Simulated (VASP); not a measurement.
An input for Ansatz (written as the equivalent of a VASP run, and not itself run):

Ansatz 0.2 input:
```yaml
crystal:
  lattice:
    - [2.1722850, 1.2541690, 9.8672200]
    - [-2.1722850, 1.2541690, 9.8672200]
    - [0.0000000, -2.5083390, 9.8672200]
  atoms:
    - { symbol: Ba, position: [0.2515490, 0.2515490, 0.2515490] }
    - { symbol: Ba, position: [0.7484510, 0.7484510, 0.7484510] }
    - { symbol: Cu, position: [0.5000000, 0.5000000, 0.5000000] }
    - { symbol: Br, position: [0.0000000, 0.0000000, 0.0000000] }
    - { symbol: O, position: [0.5611820, 0.5611820, 0.5611820] }
    - { symbol: O, position: [0.4388180, 0.4388180, 0.4388180] }
kpoints:
  mp_grid: { grid: [5, 5, 5] }
hamiltonian:
  xc: pbesol
  pseudopotentials: { kind: paw }
scf:
  occupations: { method: gaussian, width: 0.01 }
  max_iter: 100
output: { forces: true, stress: true, eigenvalues: true }
```

Task: Write the VASP files for the same calculation (PBEsol).

Result: Several could match; the one computed here: 
**KPOINTS**
```
Automatic mesh
0
Gamma
5 5 5
0 0 0
```

### POSCAR
```
Ba2CuBrO2
1
    2.1722850000     1.2541690000     9.8672200000
   -2.1722850000     1.2541690000     9.8672200000
    0.0000000000    -2.5083390000     9.8672200000
Ba Cu Br O
2 1 1 2
Direct
  0.2515490000   0.2515490000   0.2515490000
  0.7484510000   0.7484510000   0.7484510000
  0.5000000000   0.5000000000   0.5000000000
  0.0000000000   0.0000000000   0.0000000000
  0.5611820000   0.5611820000   0.5611820000
  0.4388180000   0.4388180000   0.4388180000
```

**INCAR**
```
ALGO = Normal
EDIFF = 1E-6
ENCUT = 400
GGA = PS
ISIF = 2
ISMEAR = 0
LASPH = .TRUE.
LCHARG = .FALSE.
LMAXMIX = 4
LREAL = .FALSE.
LWAVE = .FALSE.
NELM = 100
PREC = Accurate
SIGMA = 0.01
SYSTEM = Ba2CuBrO2
```

POTCAR, in this order: Ba_sv Cu Br O (PBE.64 set). Program: vasp_std.

Limits of the translation: each code has its own PAW files, so the cut-off isn't converted (ENCUT is set for VASP's; basis.ecutwfc is left out, and Ansatz then takes the one that its files recommend); Ansatz stops its SCF on the density residual and VASP on the energy change (EDIFF).

The structure comes from a computed database's Ba2CuBrO2 entry; how it stands against other phases isn't given here. The cell was not relaxed at this level. The run is one of a series of settings (GGA = PS, POTCAR Ba_sv Cu Br O (PBE.64 set) against the base run), some of them coarse on purpose.
